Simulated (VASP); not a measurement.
A VASP calculation is set up with these files.

POSCAR:
```
NaI
1.0
  0.0000000000   2.6775188251   2.6775188251
  2.6775188251   0.0000000000   2.6775188251
  2.6775188251   2.6775188251   0.0000000000
Na I
1 1
Direct
  1.0000000000   0.0000000000   1.0000000000
  0.5000000000   0.5000000000   0.5000000000
```

INCAR:
```
PSTRESS=300
ALGO=Normal   ! blocked Davidson
SIGMA=0.05   ! width (eV)
ENCUT=500   ! plane-wave cut-off (eV)
LWAVE=.FALSE.
SYSTEM=NaI
LASPH=.TRUE.   ! aspherical one-centre terms
PREC=Accurate
LREAL=.FALSE.   ! projection in real space or not
LCHARG=.FALSE.
ISIF=3   ! ions, shape and volume
NSW=40   ! most ionic steps
IBRION=2   ! conjugate gradients
EDIFF=1E-6
NELM=100
ISMEAR=0   ! Gaussian
EDIFFG=-0.02
LMAXMIX=4
```

KPOINTS:
```
Automatic mesh
0
Gamma
9 9 9
0 0 0
```

POTCAR, in this order: Na_pv I (LDA.64 set). Program: vasp_std.

Question: Write an equivalent input for Ansatz.

Answer: One equivalent input (not run):
Ansatz 0.2 input:
```yaml
crystal:
  lattice:
    - [0.0000000, 2.6775188, 2.6775188]
    - [2.6775188, 0.0000000, 2.6775188]
    - [2.6775188, 2.6775188, 0.0000000]
  atoms:
    - { symbol: Na, position: [1.0000000, 0.0000000, 1.0000000] }
    - { symbol: I, position: [0.5000000, 0.5000000, 0.5000000] }
kpoints:
  mp_grid: { grid: [9, 9, 9] }
hamiltonian:
  xc: lda
  pseudopotentials: { kind: paw }
scf:
  occupations: { method: gaussian, width: 0.05 }
  max_iter: 100
relax:
  max_steps: 40
  f_tol: 0.02
  cell: { p_target: 30 }
output: { forces: true, stress: true, eigenvalues: true }
```
The two are equivalent in intent, not identical: each code has its own PAW files, so the cut-off isn't converted (ENCUT is set for VASP's; basis.ecutwfc is left out, and Ansatz then takes the one that its files recommend); Ansatz stops its SCF on the density residual and VASP on the energy change (EDIFF); Ansatz's lda is the Perdew-Wang form, while the LDA potentials of VASP carry Perdew-Zunger's.

The compound is NaI in the rock salt structure. It was relaxed first under an external pressure of 30 GPa.
